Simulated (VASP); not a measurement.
```
CELL_PARAMETERS angstrom
      1.75212    -3.03477     0.00000
      1.75212     3.03477     0.00000
      0.00000     0.00000     4.64256
ATOMIC_POSITIONS crystal
  Pt 0.00000 0.00000 0.00000
  S  0.33333 0.66667 0.25480
  S  0.66667 0.33333 0.74520
```

Computed with PBE GGA with D4 dispersion, VASP's PBE PAW potentials (set 64) (plane waves; VASP). Numerical set-up: 520 eV cut-off, 7×7×5 Γ-centred mesh, Gaussian smearing of 0.050 eV, potentials Pt S.

The ions and cell shape at fixed volume are relaxed. What does this cell relax into?

```
CELL_PARAMETERS angstrom
      1.78459    -3.09099     0.00000
      1.78459     3.09099     0.00000
      0.00000     0.00000     4.47520
ATOMIC_POSITIONS crystal
  Pt 0.00000 0.00000 0.00000
  S  0.33333 0.66667 0.26810
  S  0.66667 0.33333 0.73190
```
Space group P-3m1 (164), at a tolerance of 0.03 Å.

How much energy does the relaxation gain?

The energy (σ→0) changes by -25.0 meV/atom, in 6 ionic steps.

| step | E(σ→0) (eV) | max force (eV/Å) | pressure (GPa) | volume (Å³) |
|---|---|---|---|---|
| 1 | -16.6114 | 0.838 | 10.53 | 49.37 |
| 2 | -16.6717 | 0.258 | 5.93 | 49.37 |
| 3 | -16.6826 | 0.146 | 2.87 | 49.37 |
| 4 | -16.6828 | 0.097 | 3.23 | 49.37 |
| 5 | -16.6859 | 0.040 | 3.03 | 49.37 |
| 6 | -16.6864 | 0.005 | 2.90 | 49.37 |

The compound is PtS2 in the 1T layered structure. This cell is one point of a volume scan, at 0.94 of the reference volume. Symmetry was kept, so distortions that lower it aren't found.
